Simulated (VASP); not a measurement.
Level of theory: PBEsol GGA, VASP's PBE PAW potentials (set 64) (plane waves; VASP 6.6.1).

The input files of a VASP run:

File POSCAR:
```
Ti3In3Rh2
1
    7.1358500000     0.0000000000     0.0000000000
   -3.5679250000     6.1798280000     0.0000000000
    0.0000000000     0.0000000000     3.0126870000
Ti In Rh
3 3 2
Direct
  0.4189350000   0.0000000000   0.5000000000
  0.5810650000   0.5810650000   0.5000000000
  0.0000000000   0.4189350000   0.5000000000
  0.7632750000   0.0000000000   0.0000000000
  0.2367250000   0.2367250000   0.0000000000
  0.0000000000   0.7632750000   0.0000000000
  0.3333330000   0.6666670000   0.0000000000
  0.6666670000   0.3333330000   0.0000000000
```

File KPOINTS:
```
Automatic mesh
0
Gamma
3 3 6
0 0 0
```

### INCAR
```
SYSTEM = Ti3In3Rh2
PREC = Accurate
ENCUT = 300
EDIFF = 1E-6
NELM = 100
ALGO = Normal
LREAL = .FALSE.
LASPH = .TRUE.
ISMEAR = -1
SIGMA = 0.1
GGA = PS
LMAXMIX = 4
LWAVE = .FALSE.
LCHARG = .FALSE.
ISIF = 2
```

POTCAR, in this order: Ti_sv In_d Rh_pv (PBE.64 set). Program: vasp_std.

At this cut-off the stress carries a Pulay error, which pulls relaxed volumes low. Unless said otherwise, spin-orbit coupling is left out, though it shifts the bands of the heavy elements here.

Problem. Predict the energy per atom (σ→0), pressure, largest force, band gap (on the k-mesh).

Solution. 
```
Quantity                                                    Result
------------------------  ----------------------------------------
energy per atom (σ→0)                               -6.765 eV/atom
band gap (on the k-mesh)  none (metal, semimetal or under 0.01 eV)
pressure                                                  5.49 GPa
largest force                                           0.211 eV/Å
```

### OSZICAR
```
...
DAV:   9    -0.542138743244E+02    0.57516E-01   -0.95565E-01  2130   0.376E+00    0.194E+00
DAV:  10    -0.542032466615E+02    0.10628E-01   -0.74899E-02  2040   0.160E+00    0.815E-01
DAV:  11    -0.542031074255E+02    0.13924E-03   -0.16715E-02  2241   0.681E-01    0.273E-01
DAV:  12    -0.542020603215E+02    0.10471E-02   -0.52072E-03  2073   0.365E-01    0.103E-01
DAV:  13    -0.542020155046E+02    0.44817E-04   -0.31123E-04  2200   0.102E-01    0.398E-02
DAV:  14    -0.542020221129E+02   -0.66083E-05   -0.20967E-05  1961   0.225E-02    0.152E-02
DAV:  15    -0.542020230993E+02   -0.98646E-06   -0.47793E-06  1480   0.116E-02
   1 F= -.54202023E+02 E0= -.54117474E+02  d E =-.169098E+00
```

The structure comes from a computed database's Ti3In3Rh2 entry; how it stands against other phases isn't given here. The cell was not relaxed at this level, and its volume differs by -5.9 % from the start's. The k-mesh is coarse (spacing up to 0.35 per Å, 2π included), so the numbers may not be converged in it. The electron count is odd and the run is not spin-polarised, which forces a metal.
